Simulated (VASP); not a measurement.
Set up this calculation in VASP 6.6.1, as the native input.

```
Task                   : relaxation of cell and atoms
Functional             : PBE
Dispersion             : rVV10
Potentials or basis    : VASP PAW PBE potentials, release 64 (Cs_sv, Ta_pv, S)
Cutoff                 : 600 eV
k mesh                 : 7 × 7 × 3
Occupations            : fermi-dirac, width 0.05 eV
Spin                   : no spin polarisation
Further INCAR settings : ALGO = Normal; EDIFF = 1e-06; IBRION = 2; EDIFFG = -0.01; NSW = 40; ISIF = 3
```

The structure of CsTaS2 lies in POSCAR:

```
CsTaS2
1.0
    3.5423800000      0.0000000000      0.0000000000
   -1.7711900000      3.0677900000      0.0000000000
    0.0000000000      0.0000000000      8.2684800000
Cs Ta S
1 1 2
Direct
    0.0000000000      0.0000000000      0.5000000000
    0.3333300000      0.6666700000      0.0000000000
    0.6666700000      0.3333300000      0.1817700000
    0.6666700000      0.3333300000      0.8182300000
```

The cell was built by a generator and needn't be a form met in nature.

One way to write it, as run:

INCAR

```
SYSTEM = CsTaS2
PREC     = Accurate       ! precision mode
ENCUT    = 600            ! plane-wave cutoff, eV
EDIFF    = 1E-6           ! SCF threshold, eV
ISMEAR   = -1             ! smearing method
SIGMA    = 0.05           ! smearing width, eV
LREAL    = .False.        ! projectors in reciprocal space
LASPH    = .True.         ! aspherical terms in the spheres
NELM     = 100            ! most SCF steps
ALGO     = Normal         ! electronic algorithm
ISIF     = 3              ! what is computed and relaxed
LWAVE    = .False.        ! write WAVECAR
LCHARG   = .False.        ! write CHGCAR
GGA      = PE             ! functional
LUSE_VDW = .True.       
IVDW_NL  = 2            
BPARAM   = 10.0         
CPARAM   = 0.0093       
IBRION   = 2              ! ionic algorithm
NSW      = 40             ! ionic steps
EDIFFG   = -0.01          ! ionic threshold
```

KPOINTS

```
regular mesh
0
Gamma
  7 7 3
  0 0 0
```

Potentials or basis: VASP PAW PBE potentials, release 64 (Cs_sv, Ta_pv, S).

Run with:

```sh
$ cat potpaw_PBE.64/Cs_sv/POTCAR potpaw_PBE.64/Ta_pv/POTCAR potpaw_PBE.64/S/POTCAR > POTCAR
$ mpirun -np 1 vasp_std > vasp.out
```

It gave:

```json
{
 "Relaxed volume": "22.13 Å³/atom",
 "Relaxed cell": "a = 3.524 Å, b = 3.524 Å, c = 8.234 Å, α = 90.00°, β = 90.00°, γ = 120.00°",
 "Space group after relaxing (to 0.05 Å)": "P-6m2 (No. 187)",
 "Energy gained by relaxing": "1.2 meV/atom",
 "Ionic steps": "6",
 "Pressure after relaxing": "0.0 GPa",
 "Largest force after relaxing": "0.004 eV/Å",
 "Band gap on the k mesh": "0.28 eV, indirect (least direct gap 0.83 eV)"
}
```

Caveat: spin-orbit coupling is left out, which moves the levels of the heavy elements; an odd mesh through Γ misses points on the zone boundary, where band edges often lie.

Wall time 11 min on 1 thread of AMD EPYC 7R43 64-Core Processor (Zen 3), with other jobs on the host, peak memory 0.42 GiB.
